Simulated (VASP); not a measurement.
Consider the following.

```
BP
1.0
    0.00000     2.27240     2.27240
    2.27240     0.00000     2.27240
    2.27240     2.27240     0.00000
B P
1 1
Direct
  0.00000   0.00000   0.00000
  0.25000   0.25000   0.25000
```

Calculation: TPSS meta-GGA, VASP's PBE PAW potentials (set 64) (plane waves; VASP 6.6.1). Run with 520 eV cut-off, 11×11×11 Γ-centred mesh, tetrahedra with Blöchl corrections, potentials B P.

Question: What does the run give for the energy per atom (σ→0), band gap (over mesh and band path) with the smallest direct gap where there is one?

Answer: 
```yaml
band gap (over mesh and band path): 1.27 eV
smallest direct gap (over mesh and band path): 3.54 eV
energy per atom (σ→0): -9.393 eV/atom
```

The absolute energy has meaning only against runs of the same code, potentials and settings.

The compound is BP in the zinc blende structure. It was relaxed first.
